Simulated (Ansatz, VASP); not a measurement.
**Equation of state of AlFe3B under PBE**

```cif
data_structure
_symmetry_space_group_name_H-M 'Pm-3m'
_symmetry_Int_Tables_number 221
_cell_length_a 3.8223
_cell_length_b 3.8223
_cell_length_c 3.8223
_cell_angle_alpha 90.000
_cell_angle_beta 90.000
_cell_angle_gamma 90.000
_cell_volume 55.84
loop_
_atom_site_label
_atom_site_type_symbol
_atom_site_symmetry_multiplicity
_atom_site_Wyckoff_symbol
_atom_site_fract_x
_atom_site_fract_y
_atom_site_fract_z
_atom_site_occupancy
Fe1 Fe 3 d 0.00000 0.00000 0.50000 1
Al1 Al 1 b 0.50000 0.50000 0.50000 1
B1 B 1 a 0.00000 0.00000 0.00000 1
```

The cell comes from a database or a generator and needn't be the stable form of this composition.

The cell was scaled at fixed shape and fractions and run with Ansatz, Ansatz PAW, cutoff 420 eV; PBE, k mesh 7 × 7 × 7 on the cell of 5 atoms, fermi-dirac occupations of 0.05 eV, collinear spin, ferromagnetic start, no spin-orbit coupling. Energies are those that the program minimises, any entropy of the smearing included. For a metal such a mesh isn't converged to the digits shown. The magnetic state is the one that the start led to, which needn't be the lowest.

| V (Å³/atom) | energy over the lowest row (meV/atom) |
| --- | --- |
| 10.4988 | 21.17 |
| 10.7222 | 7.87 |
| 10.9456 | 0.99 |
| 11.1689 | 0.00 |
| 11.3923 | 4.28 |
| 11.6157 | ? |
| 11.8391 | 26.30 |

**Question.** Fit the third-order Birch-Murnaghan form, give V0, B0 and B′, and predict the energy left open.

**Answer.** With y = (V0/V)^(2/3), E = E0 + (9 V0 B0/16) [(y - 1)³ B′ + (y - 1)² (6 - 4y)]. Least squares through the rows shown give V0 = 11.0968 Å³/atom, E0 = -0.26 meV, B0 = 192.8 GPa (1 eV/Å³ = 160.218 GPa) and B′ = 4.45, with a largest miss of 0.03 meV. At V = 11.6157 the form with these constants gives 13.18 meV; the run gave 13.24 meV an atom. Other set-ups at this level, from all their volumes (Å³/atom, GPa): VASP, PBE PAW files Al, B, Fe, 520 eV: V0 11.122, B0 192.3.
